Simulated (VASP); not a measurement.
Computed with LDA (Ceperley-Alder, Perdew-Zunger), VASP's LDA PAW potentials (set 64) (plane waves; VASP 6.6.1).

A VASP calculation is set up with these files.

### INCAR
```
SYSTEM = Ca
PREC = Accurate
ENCUT = 400
EDIFF = 1E-8
NELM = 100
ALGO = Normal
LREAL = .FALSE.
LASPH = .TRUE.
ISMEAR = 1
SIGMA = 0.1
LWAVE = .FALSE.
LCHARG = .FALSE.
IBRION = 1
ISIF = 2
NSW = 30
EDIFFG = -0.001
```

KPOINTS:
```
kpoints
0
gamma
  11 11 11
0 0 0
```

File POSCAR:
```
Ca
1.0
  0.0000000000   2.6672094487   2.6672094487
  2.6672094487   0.0000000000   2.6672094487
  2.6672094487   2.6672094487   0.0000000000
Ca
1
Cartesian
  2.6672094487   2.6672094487   5.3344188974
```

POTCAR, in this order: Ca_sv (LDA.64 set). Program: vasp_std.

Output

### OUTCAR
```
 ion  position               nearest neighbor table
   1  0.000  0.000  0.000-
  LATTYP: Found a face centered cubic cell.
 ALAT       =     5.3344188974
 Subroutine PRICEL returns:
 Original cell was already a primitive cell.
 Subroutine GETGRP returns: Found 48 space group operations
The static configuration has the point symmetry O_h .
The dynamic configuration has the point symmetry O_h .
 Subroutine INISYM returns: Found 48 space group operations
 Subroutine IBZKPT returns following result:
 Found     56 irreducible k-points:

 Following reciprocal coordinates:
            Coordinates               Weight
  0.000000  0.000000  0.000000      1.000000
  0.090909  0.000000  0.000000      8.000000
  0.181818  0.000000  0.000000      8.000000
  0.272727  0.000000  0.000000      8.000000
  0.363636  0.000000  0.000000      8.000000
  0.454545  0.000000  0.000000      8.000000
  0.090909  0.090909  0.000000      6.000000
  0.181818  0.090909  0.000000     24.000000
  0.272727  0.090909  0.000000     24.000000
  0.363636  0.090909  0.000000     24.000000
...
```

**OSZICAR**
```
       N       E                     dE             d eps       ncg     rms          rms(c)
DAV:   1     0.532752149910E+02    0.53275E+02   -0.47231E+03  1008   0.853E+02
DAV:   2    -0.107068582882E+01   -0.54346E+02   -0.54109E+02  1049   0.212E+02
DAV:   3    -0.219753551873E+01   -0.11268E+01   -0.11079E+01  1632   0.304E+01
DAV:   4    -0.222836254155E+01   -0.30827E-01   -0.30800E-01  1432   0.416E+00
DAV:   5    -0.222883714638E+01   -0.47460E-03   -0.47422E-03  1682   0.338E-01    0.221E+00
DAV:   6    -0.221238096358E+01    0.16456E-01   -0.16755E-02  1244   0.153E+00    0.135E+00
DAV:   7    -0.220677435548E+01    0.56066E-02   -0.20210E-02  1246   0.184E+00    0.102E-01
DAV:   8    -0.220628369603E+01    0.49066E-03   -0.24533E-03  1181   0.513E-01    0.190E-02
DAV:   9    -0.220628379766E+01   -0.10163E-06   -0.88733E-05  1537   0.858E-02    0.339E-03
DAV:  10    -0.220628402218E+01   -0.22452E-06   -0.46499E-06  1452   0.206E-02    0.775E-04
DAV:  11    -0.220628389523E+01    0.12695E-06   -0.17837E-07  1526   0.478E-03    0.267E-04
DAV:  12    -0.220628389244E+01    0.27873E-08   -0.10496E-08  1229   0.618E-04
   1 F= -.22062839E+01 E0= -.22058120E+01  d E =-.220628E+01
```

### OUTCAR
```
------------------------ aborting loop because EDIFF is reached ----------------------------------------
  FORCE on cell =-STRESS in cart. coord.  units (eV):
  Direction    XX          YY          ZZ          XY          YZ          ZX
  --------------------------------------------------------------------------------------
  Total        0.0002549      0.0002549      0.0002549     -0.0000000     -0.0000000      0.0000000
  in kB        0.0107597      0.0107597      0.0107597     -0.0000000     -0.0000000      0.0000000
  external PRESSURE =       0.0107597 kB  Pullay stress =       0.0000000 kB
  volume of cell :       37.95
      direct lattice vectors                 reciprocal lattice vectors
     0.000000000  2.667209449  2.667209449    -0.187461843  0.187461843  0.187461843
     2.667209449  0.000000000  2.667209449     0.187461843 -0.187461843  0.187461843
     2.667209449  2.667209449  0.000000000     0.187461843  0.187461843 -0.187461843
 POSITION                                       TOTAL-FORCE (eV/Angst)
 -----------------------------------------------------------------------------------
      0.00000      0.00000      0.00000         0.000000     -0.000000      0.000000
 -----------------------------------------------------------------------------------
    total drift:                               -0.000000     -0.000000     -0.000000
  FREE ENERGIE OF THE ION-ELECTRON SYSTEM (eV)
  ---------------------------------------------------
  free  energy   TOTEN  =        -2.2062838924 eV

  energy  without entropy=       -2.2048681335  energy(sigma->0) =       -2.20581197

 reached required accuracy - stopping structural energy minimisation
```
(Selected blocks of OUTCAR.)

The compound is Ca in the fcc structure. It was relaxed first, which changed the volume by -13 %. The start is the result of an earlier pass.
